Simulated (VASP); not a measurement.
Output of a VASP run:

File OSZICAR:
```
       N       E                     dE             d eps       ncg     rms          rms(c)
DAV:   1    -0.283497339655E+01   -0.28350E+01   -0.38578E+03  2628   0.901E+02
DAV:   2    -0.506000165210E+02   -0.47765E+02   -0.46713E+02  3698   0.135E+02
DAV:   3    -0.521206110927E+02   -0.15206E+01   -0.14941E+01  3210   0.292E+01
DAV:   4    -0.521331670034E+02   -0.12556E-01   -0.12515E-01  3477   0.295E+00
DAV:   5    -0.521332378748E+02   -0.70871E-04   -0.70869E-04  3134   0.219E-01    0.304E+00
DAV:   6    -0.510152331149E+02    0.11180E+01   -0.25719E-01  2684   0.407E+00    0.224E+00
DAV:   7    -0.513646769028E+02   -0.34944E+00   -0.17365E-01  2642   0.451E+00    0.119E+00
DAV:   8    -0.510821342543E+02    0.28254E+00   -0.17317E-01  2637   0.405E+00    0.224E-01
DAV:   9    -0.510853373533E+02   -0.32031E-02   -0.13279E-03  3246   0.369E-01    0.177E-01
DAV:  10    -0.510839240956E+02    0.14133E-02   -0.47560E-05  3038   0.601E-02    0.193E-01
DAV:  11    -0.510904349457E+02   -0.65109E-02   -0.36169E-03  2663   0.624E-01    0.908E-02
DAV:  12    -0.510905373903E+02   -0.10244E-03   -0.33312E-04  2656   0.207E-01    0.906E-02
DAV:  13    -0.510907467148E+02   -0.20932E-03   -0.57699E-05  2718   0.825E-02    0.714E-02
DAV:  14    -0.510908007812E+02   -0.54066E-04   -0.19629E-05  2703   0.530E-02    0.217E-02
DAV:  15    -0.510908093630E+02   -0.85818E-05   -0.71661E-06  2921   0.236E-02    0.587E-03
DAV:  16    -0.510908096251E+02   -0.26206E-06   -0.26028E-06  2655   0.195E-02
   1 F= -.47845915E+02 E0= -.47845760E+02  d E =-.478459E+02
       N       E                     dE             d eps       ncg     rms          rms(c)
DAV:   1    -0.510774065110E+02    0.13403E-01   -0.60925E-03  2669   0.463E-01    0.602E-02
DAV:   2    -0.510773723102E+02    0.34201E-04   -0.15174E-04  3035   0.107E-01    0.375E-02
DAV:   3    -0.510773449220E+02    0.27388E-04   -0.55055E-05  2645   0.601E-02    0.376E-03
DAV:   4    -0.510773581687E+02   -0.13247E-04   -0.85096E-06  2754   0.212E-02    0.465E-03
DAV:   5    -0.510773581718E+02   -0.30817E-08   -0.20025E-07  1370   0.381E-03
   2 F= -.47845864E+02 E0= -.47845666E+02  d E =0.504262E-04
       N       E                     dE             d eps       ncg     rms          rms(c)
DAV:   1    -0.510853312780E+02   -0.79731E-02   -0.21079E-03  2669   0.272E-01    0.396E-02
DAV:   2    -0.510853137107E+02    0.17567E-04   -0.61391E-05  2991   0.685E-02    0.247E-02
DAV:   3    -0.510852961850E+02    0.17526E-04   -0.22931E-05  2644   0.406E-02    0.240E-03
DAV:   4    -0.510853011152E+02   -0.49302E-05   -0.42347E-06  2699   0.159E-02    0.270E-03
DAV:   5    -0.510853010573E+02    0.57942E-07   -0.10343E-07  1348   0.295E-03
   3 F= -.47845971E+02 E0= -.47845798E+02  d E =-.557689E-04
```

File OUTCAR:
```
------------------------ aborting loop because EDIFF is reached ----------------------------------------
  FORCE on cell =-STRESS in cart. coord.  units (eV):
  Direction    XX          YY          ZZ          XY          YZ          ZX
  --------------------------------------------------------------------------------------
  Total        3.2433759      3.2514615      3.2505804      0.0000000      0.0000000     -0.0026839
  in kB      100.1248868    100.3744940    100.3472934      0.0000000      0.0000000     -0.0828545
  external PRESSURE =       0.2822247 kB  Pullay stress =     100.0000000 kB
  volume of cell :       51.90
      direct lattice vectors                 reciprocal lattice vectors
     3.626722794 -2.092947604 -0.071762824     0.135881011 -0.238897524 -0.100292026
     3.626722794  2.092947604 -0.071762824     0.135881011  0.238897524 -0.100292026
     2.486989089 -0.000000000  3.369506088     0.005787914  0.000000000  0.292507417
 POSITION                                       TOTAL-FORCE (eV/Angst)
 -----------------------------------------------------------------------------------
      2.44043     -0.00000      0.80826         0.015547     -0.000000      0.005149
      7.30000     -0.00000      2.41772        -0.015547      0.000000     -0.005149
 -----------------------------------------------------------------------------------
    total drift:                               -0.000000      0.000000     -0.000000
  FREE ENERGIE OF THE ION-ELECTRON SYSTEM (eV)
  ---------------------------------------------------
  free  energy   TOTEN  =       -51.0853010573 eV

  energy  without entropy=      -51.0847835901  energy(sigma->0) =      -51.08512857
  enthalpy is  TOTEN    =       -47.8459706440 eV   P V=        3.2393304133

 reached required accuracy - stopping structural energy minimisation
```
(Selected blocks of OUTCAR.)

POSCAR:
```
Sb
1
    3.6289729514    -2.0940855370    -0.0717094581
    3.6289729514     2.0940855370    -0.0717094581
    2.4886197661     0.0000000000     3.3714302189
Sb
2
Direct
  0.2505158134   0.2505158134   0.2505158165
  0.7494841866   0.7494841866   0.7494841835
```

Q: Write an INCAR and KPOINTS that could have produced this output.

A: Several could match; the one computed here: the input of the run itself, r2SCAN meta-GGA, plane waves, VASP's PBE PAW potentials (set 64).

### INCAR
```
SYSTEM = Sb
PREC = Accurate; ENCUT = 500; LREAL = F
LASPH = T
EDIFF = 1E-6; NELM = 100; ALGO = Normal
LMAXMIX = 4; LMIXTAU = T
ISMEAR = 1; SIGMA = 0.1
METAGGA = R2SCAN
IBRION = 2; NSW = 40; ISIF = 3
EDIFFG = -0.02; PSTRESS = 100
LWAVE = F; LCHARG = F
```

**KPOINTS**
```
Automatic mesh
0
Gamma
11 11 11
0 0 0
```

POTCAR, in this order: Sb (PBE.64 set). Program: vasp_std.

The compound is Sb in the a7 structure. This run relaxes it under an external pressure of 10 GPa. Symmetry was kept, so distortions that lower it aren't found.
